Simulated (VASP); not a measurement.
Calculation: RPBE GGA, VASP's PBE PAW potentials (set 64) (plane waves; VASP).

VASP input:

File KPOINTS:
```
kpoints
0
G
  4 4 4
0 0 0
```

POSCAR:
```
CsPbCl3
5.793640
  0.9999999511   0.0000000000   0.0000000000
  0.0000000000   0.9999999511   0.0000000000
  0.0000000000   0.0000000000   0.9999999511
Cs Pb Cl
1 1 3
Cart
  0.0000000000   0.0000000000   0.0000000000
  0.4999999756   0.4999999756   0.4999999756
  0.4999999756   0.0000000000   0.4999999756
  0.0000000000   0.4999999756   0.4999999756
  0.4999999756   0.4999999756   0.0000000000
```

### INCAR
```
ALGO=Normal
EDIFF=1E-7
ENCUT=520
GGA=RP
ISIF=2
ISMEAR=0
LASPH=.TRUE.
LCHARG=.FALSE.
LMAXMIX=4
LREAL=.FALSE.
LWAVE=.FALSE.
NELM=100
PREC=Accurate
SIGMA=0.05
SYSTEM=CsPbCl3
```

POTCAR, in this order: Cs_sv Pb_d Cl (PBE.64 set). Program: vasp_std.

The run wrote:

File OSZICAR:
```
       N       E                     dE             d eps       ncg     rms          rms(c)
DAV:   1     0.429429924268E+03    0.42943E+03   -0.19234E+04   520   0.152E+03
DAV:   2     0.348851344611E+02   -0.39454E+03   -0.38621E+03   652   0.349E+02
DAV:   3    -0.155781015373E+02   -0.50463E+02   -0.49845E+02   622   0.134E+02
DAV:   4    -0.176105301846E+02   -0.20324E+01   -0.20257E+01   668   0.356E+01
DAV:   5    -0.176684545970E+02   -0.57924E-01   -0.57895E-01   662   0.467E+00    0.504E+00
DAV:   6    -0.166221666806E+02    0.10463E+01   -0.21069E+00   690   0.156E+01    0.367E+00
DAV:   7    -0.165823453841E+02    0.39821E-01   -0.86845E-01   738   0.520E+00    0.220E+00
DAV:   8    -0.166164902305E+02   -0.34145E-01   -0.11653E-01   644   0.297E+00    0.349E-01
DAV:   9    -0.166149286616E+02    0.15616E-02   -0.26509E-02   746   0.121E+00    0.175E-01
DAV:  10    -0.166166236035E+02   -0.16949E-02   -0.36062E-03   578   0.375E-01    0.756E-02
DAV:  11    -0.166167855312E+02   -0.16193E-03   -0.46665E-04   678   0.208E-01    0.122E-02
DAV:  12    -0.166167974923E+02   -0.11961E-04   -0.63896E-05   756   0.782E-02    0.648E-03
DAV:  13    -0.166167983717E+02   -0.87945E-06   -0.43581E-06   750   0.167E-02    0.275E-03
DAV:  14    -0.166167987723E+02   -0.40054E-06   -0.88784E-07   554   0.798E-03    0.329E-04
DAV:  15    -0.166167987821E+02   -0.98903E-08   -0.16036E-08   404   0.114E-03
   1 F= -.16616799E+02 E0= -.16616799E+02  d E =-.196763E-10
```

File OUTCAR:
```
------------------------ aborting loop because EDIFF is reached ----------------------------------------
  FORCE on cell =-STRESS in cart. coord.  units (eV):
  Direction    XX          YY          ZZ          XY          YZ          ZX
  --------------------------------------------------------------------------------------
  Total        0.8076862      0.8076862      0.8076862      0.0000000     -0.0000000      0.0000000
  in kB        6.6542452      6.6542452      6.6542452      0.0000000     -0.0000000      0.0000000
  external PRESSURE =       6.6542452 kB  Pullay stress =       0.0000000 kB
  volume of cell :      194.47
      direct lattice vectors                 reciprocal lattice vectors
     5.793639717  0.000000000  0.000000000     0.172603070  0.000000000  0.000000000
     0.000000000  5.793639717  0.000000000     0.000000000  0.172603070  0.000000000
     0.000000000  0.000000000  5.793639717     0.000000000  0.000000000  0.172603070
 POSITION                                       TOTAL-FORCE (eV/Angst)
 -----------------------------------------------------------------------------------
      0.00000      0.00000      0.00000         0.000000      0.000000      0.000000
      2.89682      2.89682      2.89682         0.000000      0.000000      0.000000
      2.89682      0.00000      2.89682         0.000000      0.000000      0.000000
      0.00000      2.89682      2.89682         0.000000      0.000000      0.000000
      2.89682      2.89682      0.00000         0.000000      0.000000      0.000000
 -----------------------------------------------------------------------------------
    total drift:                                0.000000     -0.000000     -0.000000
  FREE ENERGIE OF THE ION-ELECTRON SYSTEM (eV)
  ---------------------------------------------------
  free  energy   TOTEN  =       -16.6167987821 eV

  energy  without entropy=      -16.6167987821  energy(sigma->0) =      -16.61679878
```
(Selected blocks of OUTCAR.)

The compound is CsPbCl3 in the cubic perovskite structure, the ideal cubic form; the compound distorts at low or room temperature. This cell is one point of a volume scan, at 0.97 of the reference volume.
